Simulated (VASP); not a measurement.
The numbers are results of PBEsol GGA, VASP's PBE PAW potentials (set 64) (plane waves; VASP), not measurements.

Input for VASP

### INCAR
```
SYSTEM = FePt
PREC = Accurate
ENCUT = 480
EDIFF = 1E-7
NELM = 100
ALGO = Normal
LREAL = .FALSE.
LASPH = .TRUE.
ISMEAR = 1
SIGMA = 0.1
GGA = PS
LMAXMIX = 6
ISPIN = 2
MAGMOM = 2.9 0.3
LORBIT = 10
LWAVE = .FALSE.
LCHARG = .FALSE.
ISIF = 2
```

**POSCAR**
```
FePt
2.6858780
  0.9999999262   0.0000000000   0.0000000000
  0.0000000000   0.9999999262   0.0000000000
  0.0000000000   0.0000000000   1.3824062518
Fe Pt
1 1
Direct
  0.0000000000   0.0000000000   0.0000000000
  0.4627682243   0.5000000000   0.5000000000
```

File KPOINTS:
```
Automatic mesh
0
Gamma
 12 12 10
```

POTCAR, in this order: Fe Pt (PBE.64 set). Program: vasp_std.

What VASP printed:

File OSZICAR:
```
       N       E                     dE             d eps       ncg     rms          rms(c)
DAV:   1     0.869085982468E+02    0.86909E+02   -0.83698E+03 18264   0.125E+03
DAV:   2    -0.148682080974E+02   -0.10178E+03   -0.91114E+02 18004   0.249E+02
DAV:   3    -0.178810785965E+02   -0.30129E+01   -0.29327E+01 22225   0.521E+01
DAV:   4    -0.179126192480E+02   -0.31541E-01   -0.31527E-01 20243   0.455E+00
DAV:   5    -0.179134539118E+02   -0.83466E-03   -0.83465E-03 23736   0.846E-01    0.181E+01
DAV:   6    -0.188589605358E+02   -0.94551E+00   -0.13950E+01 19009   0.845E+01    0.231E+01
DAV:   7    -0.164348651144E+02    0.24241E+01   -0.10608E+01 22439   0.838E+01    0.917E+00
DAV:   8    -0.163546306779E+02    0.80234E-01   -0.54429E-01 21288   0.113E+01    0.461E+00
DAV:   9    -0.162763024102E+02    0.78328E-01   -0.17048E-01 25620   0.845E+00    0.190E+00
DAV:  10    -0.162653660234E+02    0.10936E-01   -0.34338E-02 26931   0.355E+00    0.788E-01
DAV:  11    -0.162649946766E+02    0.37135E-03   -0.46808E-03 24868   0.118E+00    0.324E-01
DAV:  12    -0.162650769751E+02   -0.82299E-04   -0.49425E-04 24525   0.335E-01    0.995E-02
DAV:  13    -0.162650911955E+02   -0.14220E-04   -0.96476E-05 22610   0.119E-01    0.394E-02
DAV:  14    -0.162650853645E+02    0.58310E-05   -0.11688E-05 24509   0.667E-02    0.130E-02
DAV:  15    -0.162650850085E+02    0.35606E-06   -0.12862E-06 25033   0.218E-02    0.494E-03
DAV:  16    -0.162650850346E+02   -0.26134E-07   -0.30355E-07 15221   0.124E-02
   1 F= -.16265085E+02 E0= -.16264882E+02  d E =-.610116E-03  mag=     3.1933
```

### OUTCAR
```
------------------------ aborting loop because EDIFF is reached ----------------------------------------
  FORCE on cell =-STRESS in cart. coord.  units (eV):
  Direction    XX          YY          ZZ          XY          YZ          ZX
  --------------------------------------------------------------------------------------
  Total        0.0639857      0.0847601      0.1708298      0.0000000      0.0000000      0.0000000
  in kB        3.8273559      5.0699943     10.2183238      0.0000000      0.0000000      0.0000000
  external PRESSURE =       6.3718913 kB  Pullay stress =       0.0000000 kB
  volume of cell :       26.79
      direct lattice vectors                 reciprocal lattice vectors
     2.685877802  0.000000000  0.000000000     0.372317757  0.000000000  0.000000000
     0.000000000  2.685877802  0.000000000     0.000000000  0.372317757  0.000000000
     0.000000000  0.000000000  3.712974539     0.000000000  0.000000000  0.269325844
 POSITION                                       TOTAL-FORCE (eV/Angst)
 -----------------------------------------------------------------------------------
      0.00000      0.00000      0.00000        -0.438672      0.000000      0.000000
      1.24294      1.34294      1.85649         0.438672      0.000000      0.000000
 -----------------------------------------------------------------------------------
    total drift:                               -0.000014     -0.000000      0.000000
  FREE ENERGIE OF THE ION-ELECTRON SYSTEM (eV)
  ---------------------------------------------------
  free  energy   TOTEN  =       -16.2650850346 eV

  energy  without entropy=      -16.2644749188  energy(sigma->0) =      -16.26488166

 total charge

# of ion       s       p       d       tot
------------------------------------------
    1        0.424   0.481   6.155   7.060
    2        0.725   0.706   8.064   9.494
--------------------------------------------------
tot          1.149   1.187  14.219  16.554

 magnetization (x)

# of ion       s       p       d       tot
------------------------------------------
    1        0.002  -0.006   2.845   2.840
    2       -0.025  -0.066   0.407   0.316
--------------------------------------------------
tot         -0.023  -0.072   3.251   3.156
```
(Selected blocks of OUTCAR.)

File OUTCAR:
```
 val. band max:        8.9044593477   @ k =   0.3333   0.1667   0.2000

 cond. band min:       8.9100386620   @ k =   0.3333   0.1667   0.1000


 Fermi energy:         8.9068412761

 spin component 1

 k-point     1 :       0.0000    0.0000    0.0000
  band No.  band energies     occupation
      1      -0.9636      1.00000
      2       2.3439      1.00000
      3       2.4983      1.00000
      4       5.4475      1.00000
      5       5.5031      1.00000
      6       5.9593      1.00000
      7       6.9499      1.00000
      8       7.0503      1.00000
      9       8.4894      1.00000
     10       8.6038      1.00008
     11       8.6737      1.00238
     12      11.0189      0.00000
     13      18.8069      0.00000
     14      20.9118      0.00000
     15      21.0165      0.00000

 k-point     2 :       0.0833    0.0000    0.0000
  band No.  band energies     occupation
      1      -0.7758      1.00000
      2       2.4394      1.00000
      3       2.6363      1.00000
      4       5.4152      1.00000
      5       5.5008      1.00000
      6       6.0137      1.00000
      7       6.9013      1.00000
      8       7.0477      1.00000
      9       7.9988      1.00000
     10       8.3160      1.00000
     11       8.6255      1.00026
     12      11.8037      0.00000
     13      18.6450      0.00000
     14      20.1034      0.00000
     15      21.2621      0.00000

 k-point     3 :       0.0000    0.0833    0.0000
  band No.  band energies     occupation
      1      -0.7752      1.00000
      2       2.4537      1.00000
      3       2.6213      1.00000
      4       5.3594      1.00000
      5       5.5546      1.00000
      6       6.0070      1.00000
      7       6.9020      1.00000
      8       7.0494      1.00000
      9       8.0560      1.00000
     10       8.3241      1.00000
     11       8.5597      1.00001
     12      11.8169      0.00000
     13      18.6505      0.00000
...
```

Unless said otherwise, spin-orbit coupling is left out, though it shifts the bands of the heavy elements here.

The compound is FePt in the L1_0 structure. This cell was strained or had an atom moved on purpose.
